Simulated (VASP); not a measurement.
All values below come from PBEsol GGA, VASP's PBE PAW potentials (set 64) (plane waves; VASP 6.6.1).

Gaps are without spin-orbit coupling.

Question: Order these relaxed crystals by band gap, smallest first: La2O3, P-3m1 (164); MoS2, P6_3/mmc (194); PbTe, Fm-3m (225); ZrSe2, P-3m1 (164).

Answer: ZrSe2, P-3m1 (164) (0.11 eV), PbTe, Fm-3m (225) (0.65 eV), MoS2, P6_3/mmc (194) (0.90 eV), La2O3, P-3m1 (164) (3.78 eV)
